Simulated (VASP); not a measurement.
Data:

```
Lu
1.0
    1.75477    -3.03936     0.00000
    1.75477     3.03936     0.00000
    0.00000     0.00000     5.47135
Lu
2
Direct
  0.33333   0.66667   0.25000
  0.66667   0.33333   0.75000
```

The numbers are results of PW91 GGA, VASP's PBE PAW potentials (set 64) (plane waves; VASP), not measurements. Numerical set-up: 520 eV cut-off, Gaussian smearing of 0.050 eV, potentials Lu_3.

### Question
Give the energies of bands 7 to 12 at the high-symmetry points, in eV from the Fermi level.

### Answer

```csv
band,Γ,M,K,A,L,H
7,-6.01,-2.35,-0.98,-4.34,-2.10,-0.63
8,-2.40,-1.39,-0.98,-4.34,-2.10,-0.63
9,0.75,-0.83,-0.68,1.21,0.11,-0.46
10,2.16,-0.33,-0.60,1.21,0.11,-0.46
11,2.16,1.62,1.30,2.07,1.39,0.39
12,2.63,1.83,1.30,2.07,1.39,0.39
```

It has no gap at this level: it comes out as a metal or semimetal.

The compound is Lu in the hcp structure. It was relaxed first.
